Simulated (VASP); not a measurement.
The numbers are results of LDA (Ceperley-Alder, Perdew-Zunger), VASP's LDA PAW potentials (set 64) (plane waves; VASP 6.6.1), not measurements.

A VASP calculation is set up with these files.

**POSCAR**
```
InSe
1
    2.0233450000     1.1681790000     8.6085230000
   -2.0233450000     1.1681790000     8.6085230000
    0.0000000000    -2.3363580000     8.6085230000
In Se
2 2
Direct
  0.1103500000   0.1103500000   0.1103500000
  0.0018300000   0.0018300000   0.0018300000
  0.6197130000   0.6197130000   0.6197130000
  0.8258070000   0.8258070000   0.8258070000
```

**KPOINTS**
```
Automatic mesh
0
Gamma
  6 6 6
0 0 0
```

**INCAR**
```
SYSTEM = InSe
PREC = Accurate
ENCUT = 300
EDIFF = 1E-6
NELM = 100
ALGO = Normal
LREAL = .FALSE.
LASPH = .TRUE.
ISMEAR = 0
SIGMA = 0.01
LMAXMIX = 4
LWAVE = .FALSE.
LCHARG = .FALSE.
ISIF = 2
```

POTCAR, in this order: In_d Se (LDA.64 set). Program: vasp_std.

The run wrote:

**OSZICAR**
```
       N       E                     dE             d eps       ncg     rms          rms(c)
DAV:   1     0.276715630792E+03    0.27672E+03   -0.13042E+04  1472   0.121E+03
DAV:   2     0.974802219161E+01   -0.26697E+03   -0.26343E+03  1598   0.348E+02
DAV:   3    -0.162332445779E+02   -0.25981E+02   -0.25539E+02  1873   0.129E+02
DAV:   4    -0.170618714304E+02   -0.82863E+00   -0.82801E+00  1711   0.269E+01
DAV:   5    -0.171033525524E+02   -0.41481E-01   -0.41479E-01  2329   0.480E+00    0.663E+00
DAV:   6    -0.166457508758E+02    0.45760E+00   -0.10518E+00  2010   0.164E+01    0.404E+00
DAV:   7    -0.166043397736E+02    0.41411E-01   -0.34080E-01  2013   0.416E+00    0.112E+00
DAV:   8    -0.165980615838E+02    0.62782E-02   -0.26624E-02  2273   0.197E+00    0.530E-01
DAV:   9    -0.165972758559E+02    0.78573E-03   -0.41731E-03  1849   0.429E-01    0.137E-01
DAV:  10    -0.165972764553E+02   -0.59947E-06   -0.27118E-04  2358   0.144E-01    0.683E-02
DAV:  11    -0.165972922866E+02   -0.15831E-04   -0.67610E-05  1868   0.863E-02    0.179E-02
DAV:  12    -0.165972890240E+02    0.32626E-05   -0.10664E-05  1937   0.354E-02    0.959E-03
DAV:  13    -0.165972894517E+02   -0.42775E-06   -0.23946E-06  1492   0.120E-02
   1 F= -.16597289E+02 E0= -.16597289E+02  d E =-.734988E-28
```

File OUTCAR:
```
------------------------ aborting loop because EDIFF is reached ----------------------------------------
  FORCE on cell =-STRESS in cart. coord.  units (eV):
  Direction    XX          YY          ZZ          XY          YZ          ZX
  --------------------------------------------------------------------------------------
  Total       -1.8544335     -1.8544342     -1.9178498      0.0000000      0.0000000      0.0000000
  in kB      -24.3367519    -24.3367610    -25.1689990      0.0000000      0.0000000      0.0000000
  external PRESSURE =     -24.6141706 kB  Pullay stress =       0.0000000 kB
  volume of cell :      122.08
      direct lattice vectors                 reciprocal lattice vectors
     2.023345000  1.168179000  8.608523000     0.247115544  0.142672199  0.038721315
    -2.023345000  1.168179000  8.608523000    -0.247115544  0.142672199  0.038721315
     0.000000000 -2.336358000  8.608523000     0.000000000 -0.285344398  0.038721315
 POSITION                                       TOTAL-FORCE (eV/Angst)
 -----------------------------------------------------------------------------------
      0.00000      0.00000      2.84985         0.000000      0.000000     -0.044908
      0.00000      0.00000      0.04726         0.000000      0.000000      0.044392
      0.00000      0.00000     16.00444         0.000000     -0.000000      0.132584
      0.00000      0.00000     21.32694         0.000000      0.000000     -0.132069
 -----------------------------------------------------------------------------------
    total drift:                               -0.000000     -0.000009      0.000520
  FREE ENERGIE OF THE ION-ELECTRON SYSTEM (eV)
  ---------------------------------------------------
  free  energy   TOTEN  =       -16.5972894517 eV

  energy  without entropy=      -16.5972894517  energy(sigma->0) =      -16.59728945
```
(Selected blocks of OUTCAR.)

**OUTCAR**
```
 val. band max:        3.4898428521   @ k =   0.5000   0.5000   0.5000

 cond. band min:       3.7087069950   @ k =   0.5000   0.5000   0.5000


 Fermi energy:         3.5634821557

 k-point     1 :       0.0000    0.0000    0.0000
  band No.  band energies     occupation
      1     -11.1780      2.00000
      2     -10.9903      2.00000
      3     -10.9903      2.00000
      4     -10.9076      2.00000
      5     -10.9076      2.00000
      6     -10.8952      2.00000
      7     -10.8952      2.00000
      8     -10.7217      2.00000
      9     -10.7217      2.00000
     10     -10.7148      2.00000
     11      -9.8891      2.00000
     12      -9.5637      2.00000
     13      -2.6988      2.00000
     14       0.0669      2.00000
     15       2.1016      2.00000
     16       2.2480      2.00000
     17       2.2480      2.00000
     18       2.2836      2.00000
     19       2.2836      2.00000
     20       4.8633      0.00000
     21       5.3612      0.00000
     22       7.7084      0.00000
     23       7.7085      0.00000

 k-point     2 :       0.1667    0.0000   -0.0000
  band No.  band energies     occupation
      1     -11.1853      2.00000
      2     -11.0722      2.00000
      3     -11.0106      2.00000
      4     -10.9869      2.00000
      5     -10.9023      2.00000
      6     -10.8898      2.00000
      7     -10.8819      2.00000
      8     -10.7613      2.00000
      9     -10.7238      2.00000
     10     -10.6399      2.00000
     11      -9.6106      2.00000
     12      -9.3255      2.00000
     13      -2.5457      2.00000
     14      -0.3891      2.00000
     15       0.8401      2.00000
     16       1.6681      2.00000
     17       1.9363      2.00000
     18       2.0079      2.00000
     19       2.5359      2.00000
     20       5.4231      0.00000
     21       6.0493      0.00000
     22       7.0219      0.00000
     23       7.9700      0.00000

 k-point     3 :       0.3333    0.0000   -0.0000
...
```

At this cut-off the stress carries a Pulay error, which pulls relaxed volumes low. Unless said otherwise, spin-orbit coupling is left out, though it shifts the bands of the heavy elements here.

The structure comes from a computed database's InSe entry (R3m); how it stands against other phases isn't given here. The cell was not relaxed at this level.
